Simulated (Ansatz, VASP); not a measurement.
# Ti (free-standing square Ti monolayer, spacing 3.069 A): VASP beside Ansatz, part 2 of 2

Aim: how closely do two programs agree when they are given the same cell, functional and k mesh? The cell is taken from a series of runs on this material, whose earlier steps may have relaxed, scaled, displaced or heated it; both programs get it as it stands.

VASP 6.6.1 and Ansatz 0.2.0.

So far: The starting structure; Ansatz: single point, PBEsol, pair 1; VASP: single point, PBEsol, pair 1; Side by side; Ansatz: single point, PBEsol, pair 2.

## Step 6: VASP: single point, PBEsol, pair 2

Level of this step: PBEsol, spin-polarised from a ferromagnetic start; plane waves and PAW (Ti_sv) (VASP).

The same cell, functional, mesh and smearing now go to VASP, with its own data sets.

Contents of INCAR:

```
SYSTEM = Ti
PREC = Accurate
ENCUT = 400
EDIFF = 1E-06
NELM = 200
ISMEAR = -1
SIGMA = 0.1
LREAL = .FALSE.
ALGO = Normal
GGA = PS
NBANDS = 13
ISPIN = 2
MAGMOM = 1.71
LASPH = .TRUE.
LMAXMIX = 4
LORBIT = 11
LWAVE = .FALSE.
LCHARG = .FALSE.
ISIF = 2
GGA_COMPAT = .FALSE.
KPAR = 2
```

Contents of POSCAR:

```
Ti
1.0
    3.0690000000      0.0000000000      0.0000000000
    0.0000000000      3.0690000000      0.0000000000
    0.0000000000      0.0000000000     14.0000000000
Ti
1
Direct
    0.0000000000      0.0000000000      0.5000000000
```

Contents of KPOINTS:

```
Automatic mesh
0
Gamma
18 18 1
0 0 0
```

Potentials, in the order of the species: Ti_sv (PBE family, release 64).

Started as:

```bash
$ mpirun -np 2 vasp_std
```

Numbers of over 12 decimals in the logs are rounded to 6 here.

What it wrote:

```text
[banner, memory and clock lines left out]
running    2 mpi-ranks, on    1 nodes
[...]
[... a notice as in an earlier step ...]

 LDA part: xc-table for (Slater+PW92), standard interpolation
 POSCAR, INCAR and KPOINTS ok, starting setup
[...]
entering main loop
       N       E                     dE             d eps       ncg     rms          rms(c)
DAV:   1     0.474545966492E+02    0.47455E+02   -0.57989E+03  3708   0.575E+02
DAV:   2     0.136393211787E+01   -0.46091E+02   -0.44309E+02  3807   0.170E+02
DAV:   3    -0.567310766280E+01   -0.70370E+01   -0.68727E+01  4939   0.484E+01
DAV:   4    -0.611531990317E+01   -0.44221E+00   -0.44049E+00  3470   0.111E+01
[...]
DAV:  22    -0.543724204556E+01   -0.38857E-05   -0.13925E-07  2667   0.202E-03    0.358E-04
DAV:  23    -0.543724453312E+01   -0.24876E-05   -0.10589E-07  2620   0.117E-03    0.359E-04
DAV:  24    -0.543724488684E+01   -0.35372E-06   -0.16778E-08  2433   0.822E-04
   1 F= -.54372449E+01 E0= -.53937319E+01  d E =-.870260E-01  mag=     2.3426
```

OUTCAR, selected parts (step 6):

```text
  Total       -3.0715875     -3.0715875     -0.0655516      0.0000000      0.0000000     -0.0000000
  in kB      -37.3208619    -37.3208619     -0.7964749      0.0000000      0.0000000     -0.0000000
  external PRESSURE =     -25.1460662 kB  Pullay stress =       0.0000000 kB

 POSITION                                       TOTAL-FORCE (eV/Angst)
 -----------------------------------------------------------------------------------
      0.00000      0.00000      7.00000         0.000000      0.000000      0.000000
 -----------------------------------------------------------------------------------
    total drift:                                0.000000      0.000000      0.000000

  FREE ENERGIE OF THE ION-ELECTRON SYSTEM (eV)
  ---------------------------------------------------
  free  energy   TOTEN  =        -5.4372448868 eV

  energy  without entropy=       -5.3502188704  energy(sigma->0) =       -5.39373188

 magnetization (x)
# of ion       s       p       d       tot
------------------------------------------
    1        0.026   0.038   1.508   1.571

[... 1 part as in an earlier step ...]

[... 2 further parts left out ...]
[key lines of the parts left out:]
E-fermi :  -2.1652
```

## Step 7: Side by side

The two programs side by side:

| quantity | Ansatz | VASP | difference |
| --- | --- | --- | --- |
| total moment (μB) | 2.33 | 2.34 | -0.01 |
| moment on Ti1 (μB) | 1.71 | 1.57 | +0.14 |

With vacuum in the cell, a pressure given here is an average over mostly empty space and none of the material.

## Step 8: Ansatz: single point, PBEsol, pair 3

With cell and atoms fixed, the geometry can't cause a difference; cores, projectors, grids and the points listed under the comparison can.

The cell is taken from a series of runs on this material, whose earlier steps may have relaxed, scaled, displaced or heated it; both programs get it as it stands.

Contents of input.yaml:

```yaml
crystal:
  lattice:
    - [3.069, 0.0, 0.0]
    - [0.0, 3.069, 0.0]
    - [0.0, 0.0, 14.0]
  atoms:
    - { symbol: Ti, position: [0.0, 0.0, 0.5], spin: 0.227 }
magnetization:
  spin_polarized: true
  initial_magnetization: 0.227
  spin_locking: { lock_magnetization: hard }
kpoints:
  mp_grid: { grid: [18, 18, 1] }
hamiltonian:
  xc: pbesol
  pseudopotentials: { kind: paw, azcp: { folder: soft_1 }, xc_functional: pbe }
scf:
  occupations: { method: fermi_dirac, width: 0.1 }
  max_iter: 120
  convergence: { dr2_threshold: 1.0e-08 }
  lower_state_search: "off"
basis:
  ecutwfc: 420.0
```

Started as:

```bash
$ ansatz run input.yaml --threads 1 --pin off --max-ram 2560MiB --backend cpu --events-out ev --progress --plain --runs-dir out
```

What it wrote:

```text
[...]
Crystal: 1 atoms, lattice volume = 131.863 Å³
Basis set: ecut = 420 eV, 2583 PW (Γ)
Bands: 11, of which v1, the nominal top of the filled ones, is band 6 counted from 1 (5 counted from 0)
Symmetry: 16 space group operations
[...]
k-points: 55 of 324
[...]
Starting moments: Σ|m| = 0.227 μB on 1 of 1 site
[...]
Magnetization: 0.2270 μB (6.1135 up, 5.8865 down)
Absolute magnetization: 0.2285 μB (∫|ρ↑−ρ↓|, with the PAW one-centre terms)
[...]
Per-site moments (μB) at R_I (Å): [(0.163373, 1.2659625)]
Free energy (F): -2470.751083 eV
[...]
Internal energy: -2470.587860 eV  (E = F + TS)
E sigma→0 (E₀):  -2470.669472 eV
Entropy (-TS):   -0.163223 eV (-163.223 meV/atom)
Fermi energy:    -1.368246 (↑ -1.401238, ↓ -1.335254) eV
[...]
[key lines of the parts left out:]
SCF converged after 14 iterations
```

## Step 9: VASP: single point, PBEsol, pair 3

The same cell, functional, mesh and smearing now go to VASP, with its own data sets.

INCAR: that of step 6 with these lines changed.

```diff
@@ -12,3 +12,3 @@
 ISPIN = 2
-MAGMOM = 1.71
+MAGMOM = 0.16
 LASPH = .TRUE.
@@ -19,2 +19,3 @@
 ISIF = 2
+NUPDOWN = 0.227
 GGA_COMPAT = .FALSE.
```

POSCAR is that of step 6.

KPOINTS is that of step 6.

Started as:

```bash
$ mpirun -np 2 vasp_std
```

What it wrote:

```text
[... set-up lines as in an earlier step ...]
 entering main loop
       N       E                     dE             d eps       ncg     rms          rms(c)
DAV:   1     0.469915936408E+02    0.46992E+02   -0.57921E+03  3708   0.574E+02
DAV:   2     0.117412431974E+01   -0.45817E+02   -0.44259E+02  3794   0.170E+02
DAV:   3    -0.585649389055E+01   -0.70306E+01   -0.68731E+01  4902   0.481E+01
DAV:   4    -0.630173551960E+01   -0.44524E+00   -0.44353E+00  3503   0.110E+01
[...]
DAV:  20    -0.519354132105E+01   -0.74465E-05   -0.76183E-07  2937   0.319E-03    0.805E-04
DAV:  21    -0.519354241397E+01   -0.10929E-05   -0.15164E-07  2621   0.155E-03    0.506E-04
DAV:  22    -0.519354286036E+01   -0.44639E-06   -0.23975E-08  2420   0.858E-04
   1 F= -.51935429E+01 E0= -.51118614E+01  d E =-.163363E+00  mag=     0.2270
```

Parts of OUTCAR (step 9):

```text
  Total       -3.9234813     -3.9234813     -0.0675695      0.0000000      0.0000000     -0.0000000
  in kB      -47.6716685    -47.6716685     -0.8209929      0.0000000      0.0000000     -0.0000000
  external PRESSURE =     -32.0547766 kB  Pullay stress =       0.0000000 kB

  FREE ENERGIE OF THE ION-ELECTRON SYSTEM (eV)
  ---------------------------------------------------
  free  energy   TOTEN  =        -5.1935428604 eV

  energy  without entropy=       -5.0301799052  energy(sigma->0) =       -5.11186138

 magnetization (x)
# of ion       s       p       d       tot
------------------------------------------
    1        0.002   0.002   0.148   0.152

[... 3 parts as in an earlier step ...]

[... 1 further part left out ...]
[key lines of the parts left out:]
E-fermi :  -1.9866
```

## Step 10: Comparison

Both answers:

| quantity | Ansatz | VASP | difference |
| --- | --- | --- | --- |
| total moment, fixed by the input (μB) | 0.23 | 0.23 | 0.00 |
| moment on Ti1 (μB) | 0.16 | 0.15 | +0.01 |

With vacuum in the cell, a pressure given here is an average over mostly empty space and none of the material.

## Step 11: Outcome

```yaml
difference_in_total_moment_single_point_pbesol_pair_1: -0.0075 μB
difference_in_total_moment_single_point_pbesol_pair_2: -0.014 μB
difference_in_moment_on_ti1_single_point_pbesol_pair_3: 0.011 μB
```

In words: The difference in total moment is -0.0075 μB (single point, PBEsol, pair 1). 5 further runs of this series are not shown here. Such differences can come from data sets, numerical settings and the points named under the comparisons, not from the functional's error against experiment.

[Lines on the potential files, build, host, timing and source positions are cut from VASP's logs without a mark.]

[Logs are printed without paths, hosts, clocks, repeated set-up lines and the standing remarks that a program may print on its own settings, such as how far it seeks lower states.]

[Hosts, paths, dates, database ids (printed as entryN), source tags and the programs' standing remarks are cut or masked in the printed files.]
